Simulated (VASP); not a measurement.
Level of theory: PBE GGA, VASP's PBE PAW potentials (set 64) (plane waves; VASP 6.6.1).

A VASP calculation is set up with these files.

File POSCAR:
```
AlCr2C
2.8256650
  1.0000000000   0.0000000000   0.0000000000
 -0.5000001769   0.8660251658   0.0000000000
  0.0000000000   0.0000000000   4.4605039876
Al Cr C
2 4 2
Cartesian
  0.5000004410   0.2886747666   1.1151259969
 -0.0000006180   0.5773503992   3.3453779907
 -0.0000006180   0.5773503992   1.8508415246
  0.5000004410   0.2886747666   2.6096624630
  0.5000004410   0.2886747666   4.0810935184
 -0.0000006180   0.5773503992   0.3794104692
  0.0000000000   0.0000000000   2.2302519938
  0.0000000000   0.0000000000   0.0000000000
```

### KPOINTS
```
Automatic mesh
0
Gamma
2 2 2
0 0 0
```

INCAR:
```
SYSTEM  =  AlCr2C
PREC  =  Accurate; ENCUT  =  320; LREAL  =  .FALSE.
LASPH  =  .TRUE.
EDIFF  =  1E-6; NELM  =  100; ALGO  =  Normal
LMAXMIX  =  4
ISMEAR  =  1; SIGMA  =  0.1
GGA  =  PE
ISIF  =  2
LWAVE  =  .FALSE.; LCHARG  =  .FALSE.
```

POTCAR, in this order: Al Cr_pv C (PBE.64 set). Program: vasp_std.

The run wrote:

File OSZICAR:
```
       N       E                     dE             d eps       ncg     rms          rms(c)
DAV:   1     0.560871982118E+03    0.56087E+03   -0.26714E+04   328   0.135E+03
DAV:   2    -0.203484407591E+02   -0.58122E+03   -0.56389E+03   301   0.455E+02
DAV:   3    -0.775492446570E+02   -0.57201E+02   -0.56200E+02   390   0.136E+02
DAV:   4    -0.800949610262E+02   -0.25457E+01   -0.24906E+01   368   0.241E+01
DAV:   5    -0.801862667616E+02   -0.91306E-01   -0.90511E-01   369   0.410E+00    0.455E+01
DAV:   6    -0.712458419255E+02    0.89404E+01   -0.28779E+02   370   0.105E+02    0.214E+01
DAV:   7    -0.647234850339E+02    0.65224E+01   -0.88413E+01   394   0.617E+01    0.923E+00
DAV:   8    -0.642198931728E+02    0.50359E+00   -0.50842E+00   372   0.129E+01    0.343E+00
DAV:   9    -0.642004545161E+02    0.19439E-01   -0.27277E-01   424   0.275E+00    0.145E+00
DAV:  10    -0.641974923662E+02    0.29621E-02   -0.40613E-02   383   0.152E+00    0.211E-01
DAV:  11    -0.641973212007E+02    0.17117E-03   -0.30226E-03   382   0.384E-01    0.966E-02
DAV:  12    -0.641973169196E+02    0.42811E-05   -0.10961E-04   464   0.964E-02    0.267E-02
DAV:  13    -0.641973145686E+02    0.23510E-05   -0.51528E-06   398   0.228E-02    0.108E-02
DAV:  14    -0.641973128583E+02    0.17103E-05    0.40505E-06   201   0.141E-02    0.219E-03
DAV:  15    -0.641973127555E+02    0.10281E-06    0.42092E-06   193   0.470E-03
   1 F= -.64197313E+02 E0= -.64188240E+02  d E =-.272170E-01
```

### OUTCAR
```
------------------------ aborting loop because EDIFF is reached ----------------------------------------
  FORCE on cell =-STRESS in cart. coord.  units (eV):
  Direction    XX          YY          ZZ          XY          YZ          ZX
  --------------------------------------------------------------------------------------
  Total        5.5101295      5.5101265      3.4285531     -0.0000011     -0.0000000      0.0000000
  in kB      101.2968470    101.2967913     63.0296650     -0.0000207     -0.0000000      0.0000000
  external PRESSURE =      88.5411011 kB  Pullay stress =       0.0000000 kB
  volume of cell :       87.15
      direct lattice vectors                 reciprocal lattice vectors
     2.825665000  0.000000000  0.000000000     0.353898994  0.204323808  0.000000000
    -1.412833000  2.447097000  0.000000000     0.000000000  0.408647471  0.000000000
     0.000000000  0.000000000 12.603890000     0.000000000  0.000000000  0.079340585
 POSITION                                       TOTAL-FORCE (eV/Angst)
 -----------------------------------------------------------------------------------
      1.41283      0.81570      3.15097        -0.000000      0.000000      0.000000
     -0.00000      1.63140      9.45292        -0.000000     -0.000000      0.000000
     -0.00000      1.63140      5.22986         0.000000     -0.000000     -0.611974
      1.41283      0.81570      7.37403        -0.000000      0.000000      0.611974
      1.41283      0.81570     11.53180        -0.000000      0.000000     -0.611974
     -0.00000      1.63140      1.07209         0.000000     -0.000000      0.611974
      0.00000      0.00000      6.30194        -0.000000      0.000000      0.000000
      0.00000      0.00000      0.00000        -0.000000      0.000000      0.000000
 -----------------------------------------------------------------------------------
    total drift:                                0.000154     -0.000089      0.000537
  FREE ENERGIE OF THE ION-ELECTRON SYSTEM (eV)
  ---------------------------------------------------
  free  energy   TOTEN  =       -64.1973127555 eV

  energy  without entropy=      -64.1700957351  energy(sigma->0) =      -64.18824042
```
(Selected blocks of OUTCAR.)

OUTCAR:
```
 val. band max:       10.3640196456   @ k =   0.5000   0.0000   0.5000

 cond. band min:      10.4104208009   @ k =   0.5000   0.0000   0.0000


 Fermi energy:        10.3899607456

 k-point     1 :       0.0000    0.0000    0.0000
  band No.  band energies     occupation
      1     -33.3101      2.00000
      2     -33.3101      2.00000
      3     -33.3101      2.00000
      4     -33.3101      2.00000
      5     -33.2815      2.00000
      6     -33.2801      2.00000
      7     -33.2702      2.00000
      8     -33.2702      2.00000
      9     -33.2702      2.00000
     10     -33.2702      2.00000
     11     -32.9761      2.00000
     12     -32.9744      2.00000
     13      -3.7011      2.00000
     14      -3.6294      2.00000
     15       0.8122      2.00000
     16       1.6773      2.00000
     17       2.5906      2.00000
     18       3.8473      2.00000
     19       5.8675      2.00000
     20       5.8675      2.00000
     21       5.8714      2.00000
     22       5.8715      2.00000
     23       7.0862      2.00000
     24       7.8546      2.00000
     25       8.5810      2.00000
     26       8.7965      2.00000
     27       8.7965      2.00000
     28       8.8083      2.00000
     29       8.8083      2.00000
     30       8.8772      2.00000
     31       9.7601      2.00000
     32       9.7601      2.00000
     33       9.7887      2.00000
     34       9.7887      2.00000
     35      10.5705     -0.02847
     36      10.5714     -0.02777
     37      10.6119     -0.00739

 k-point     2 :       0.5000    0.0000    0.0000
  band No.  band energies     occupation
      1     -33.6205      2.00000
      2     -33.6202      2.00000
      3     -33.5602      2.00000
      4     -33.5600      2.00000
      5     -33.4007      2.00000
      6     -33.4007      2.00000
      7     -33.3132      2.00000
      8     -33.3132      2.00000
      9     -33.1147      2.00000
     10     -33.1138      2.00000
     11     -33.0167      2.00000
...
```

At this cut-off the stress carries a Pulay error, which pulls relaxed volumes low.

The structure comes from a computed database's AlCr2C entry; how it stands against other phases isn't given here. The cell was not relaxed at this level. The k-mesh is coarse (spacing up to 1.28 per Å, 2π included), so the numbers may not be converged in it. The run is one of a series of settings (ENCUT = 320, KPOINTS 2×2×2 Γ-centred mesh against the base run), some of them coarse on purpose. The run is not spin-polarised, so no magnetic state was tried.
